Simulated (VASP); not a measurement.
Runs of VASP 6.6.1 on O2CH2. The cell holds a molecule in a box, 5 atoms: a = 13.343 Å, b = 13.843 Å, c = 14.343 Å, α = 90.00°, β = 90.00°, γ = 90.00°. 

```csv
level,potentials or basis,cutoff (eV),further INCAR settings,grid for exact exchange (PRECFOCK),screening parameter,gap on the mesh (eV),largest force (eV/Å)
LDA,"VASP PAW LDA potentials, release 64 (O, C, H)",400,ALGO = Normal; EDIFF = 1e-06; ISYM = 0,-,-,5.13,0.85
HSE06+D3(BJ),"VASP PAW PBE potentials, release 64 (O, C, H)",400,ALGO = Damped; EDIFF = 1e-06; ISYM = 0,Fast,0.2 1/A,7.25,1.17
PBE+D3(BJ),"VASP PAW PBE potentials, release 64 (O, C, H)",520,ALGO = Normal; EDIFF = 1e-06; ISYM = 0,-,-,5.22,(c)
RPBE+D3(BJ),"VASP PAW PBE potentials, release 64 (O, C, H)",400,ALGO = Normal; EDIFF = 1e-06; ISYM = 0,-,-,5.26,0.39
PBEsol,"VASP PAW PBE potentials, release 64 (O, C, H)",400,ALGO = Normal; EDIFF = 1e-06; ISYM = 0,-,-,5.20,0.36
r2SCAN+rVV10,"VASP PAW PBE potentials, release 64 (O, C, H)",400,ALGO = Normal; EDIFF = 1e-06; ISYM = 0,-,-,(b),0.72
RPBE,"VASP PAW PBE potentials, release 64 (O, C, H)",400,ALGO = Normal; EDIFF = 1e-06; ISYM = 0,-,-,5.26,0.43
PBE+D4,"VASP PAW PBE potentials, release 64 (O, C, H)",400,ALGO = Normal; EDIFF = 1e-06; ISYM = 0,-,-,(a),0.02
```

Alike in all rows: task single point; no spin polarisation; cell as given; k mesh 1 × 1 × 1; smearing gaussian 0.01 eV.

Q: Fill in the values left out.

A: (a) 5.23; (b) 5.82; (c) 0.06.

Caveats: the standard files for N, O and F lose accuracy on very short bonds; the PAW data sets were made with another functional, which shifts forces and pressure a little (some runs).

